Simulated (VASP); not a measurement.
Runs of VASP 6.6.1 on Au. The structure is cubic, space group Fm-3m (No. 225). Conventional cell: a = 4.117 Å, b = 4.117 Å, c = 4.117 Å, α = 90.00°, β = 90.00°, γ = 90.00°. Au (site symmetry m-3m) has 12 Au at 2.91 Å as nearest neighbours. 

| level | potentials or basis | cutoff (eV) | gap on the mesh (eV) | pressure (GPa) | relaxed volume (Å³/atom) |
| --- | --- | --- | --- | --- | --- |
| PBEsol | VASP PAW PBE potentials, release 64 (Au) | 580 | none | 0.0 | 17.01 |
| LDA | VASP PAW LDA potentials, release 64 (Au) | 600 | none | 0.0 | 16.64 |
| PBEsol | VASP PAW PBE potentials, release 64 (Au) | 600 | none | 0.0 | 17.01 |
| RPBE | VASP PAW PBE potentials, release 64 (Au) | 600 | none | 0.0 | (a) |
| PBEsol | VASP PAW PBE potentials, release 64 (Au) | 300 | none | 0.0 | 16.92 |

Alike in all rows: task relaxation of cell and atoms; no spin polarisation; cell relaxed; k mesh 18 × 18 × 18; smearing gaussian 0.1 eV.

Question: Estimate the missing entries.

Answer: (a) 18.47.

Caveats: the PAW data sets were made with another functional, which shifts forces and pressure a little (some runs).

A k mesh can miss the band edges, and the runs leave out spin-orbit coupling on Au.

A gap of «none» marks a metal or a gap under the smearing width.

Runs at the PBE level aren't shown here.
